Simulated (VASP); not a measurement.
Output of a VASP run:

OSZICAR:
```
       N       E                     dE             d eps       ncg     rms          rms(c)
DAV:   1    -0.458256607914E+01   -0.45826E+01   -0.10053E+03   102   0.474E+02
DAV:   2    -0.717752726111E+01   -0.25950E+01   -0.25950E+01   132   0.516E+01
DAV:   3    -0.721544810297E+01   -0.37921E-01   -0.37921E-01   120   0.556E+00
DAV:   4    -0.721558483982E+01   -0.13674E-03   -0.13674E-03   120   0.343E-01
DAV:   5    -0.752428542018E+01   -0.30870E+00   -0.18768E-01    96   0.290E+00    0.319E+00
DAV:   6    -0.723734314259E+01    0.28694E+00   -0.17534E-01    96   0.217E+00    0.167E+00
DAV:   7    -0.716809704834E+01    0.69246E-01   -0.13652E-01   108   0.186E+00    0.769E-01
DAV:   8    -0.715817345945E+01    0.99236E-02   -0.45300E-02   114   0.112E+00    0.358E-01
DAV:   9    -0.715757012591E+01    0.60333E-03   -0.11355E-02   114   0.558E-01    0.188E-01
DAV:  10    -0.715779838172E+01   -0.22826E-03   -0.22116E-03   120   0.243E-01    0.115E-01
DAV:  11    -0.715793518658E+01   -0.13680E-03   -0.32118E-04   120   0.100E-01    0.746E-02
DAV:  12    -0.715799487955E+01   -0.59693E-04   -0.55093E-05   138   0.443E-02    0.480E-02
DAV:  13    -0.715802024166E+01   -0.25362E-04   -0.95577E-06   126   0.219E-02    0.306E-02
DAV:  14    -0.715803083156E+01   -0.10590E-04   -0.28329E-06   132   0.130E-02    0.193E-02
DAV:  15    -0.715803531793E+01   -0.44864E-05   -0.98623E-07   102   0.808E-03    0.122E-02
DAV:  16    -0.715803720262E+01   -0.18847E-05   -0.37911E-07    48   0.523E-03    0.762E-03
DAV:  17    -0.715803798705E+01   -0.78443E-06   -0.20863E-07    60   0.379E-03
   1 F= -.71580380E+01 E0= -.71580380E+01  d E =-.186379E-12
```

**OUTCAR**
```
------------------------ aborting loop because EDIFF is reached ----------------------------------------
  FORCE on cell =-STRESS in cart. coord.  units (eV):
  Direction    XX          YY          ZZ          XY          YZ          ZX
  --------------------------------------------------------------------------------------
  Total       -0.2780742     -0.2780742     -0.2780742      0.0000000     -0.0000000     -0.0000000
  in kB      -28.3039987    -28.3039987    -28.3039987      0.0000000     -0.0000000     -0.0000000
  external PRESSURE =     -28.3039987 kB  Pullay stress =       0.0000000 kB
  volume of cell :       15.74
      direct lattice vectors                 reciprocal lattice vectors
     0.000000000  1.989136000  1.989136000    -0.251365417  0.251365417  0.251365417
     1.989136000  0.000000000  1.989136000     0.251365417 -0.251365417  0.251365417
     1.989136000  1.989136000  0.000000000     0.251365417  0.251365417 -0.251365417
  FREE ENERGIE OF THE ION-ELECTRON SYSTEM (eV)
  ---------------------------------------------------
  free  energy   TOTEN  =        -7.1580379871 eV

  energy  without entropy=       -7.1580379871  energy(sigma->0) =       -7.15803799

  exchange ACFDT corr.  =         0.00000000  see jH, gK, PRB 81, 115126
```
(Selected blocks of OUTCAR.)

File POSCAR:
```
LiH
1
    0.0000000000     1.9891360000     1.9891360000
    1.9891360000     0.0000000000     1.9891360000
    1.9891360000     1.9891360000     0.0000000000
Li H
1 1
Direct
  0.0000000000   0.0000000000   0.0000000000
  0.5000000000   0.5000000000   0.5000000000
```

Problem. Reconstruct the remaining input files.

Solution. One answer among several that fit: the input of the run itself, PBE0 hybrid, plane waves, VASP's PBE PAW potentials (set 64).

### KPOINTS
```
Automatic mesh
0
Gamma
4 4 4
0 0 0
```

### INCAR
```
! general
SYSTEM  =LiH
PREC    =Accurate
ENCUT   =400   ! plane-wave cut-off (eV)
LREAL   =.False.   ! projection in real space or not
LASPH   =.True.
ISYM    =3

! electronic loop
EDIFF   =1E-6   ! SCF stop (eV)
NELM    =100   ! most electronic steps
ALGO    =Normal

! smearing
ISMEAR  =-1
SIGMA   =0.02   ! width (eV)

! functional
GGA     =PE   ! PBE
LHFCALC =.True.
AEXX    =0.25
HFRCUT  =-1
PRECFOCK=Fast

! ions
ISIF    =2   ! forces and stress, cell fixed

! output
LWAVE   =.False.
LCHARG  =.False.
```

POTCAR, in this order: Li_sv H (PBE.64 set). Program: vasp_std.

At this cut-off the stress carries a Pulay error, which pulls relaxed volumes low.

The structure comes from a computed database's LiH entry; how it stands against other phases isn't given here. The cell was not relaxed at this level. The k-mesh is coarse (spacing up to 0.68 per Å, 2π included), so the numbers may not be converged in it. The run is one of a series of settings (KPOINTS 4×4×4 Γ-centred mesh against the base run), some of them coarse on purpose.
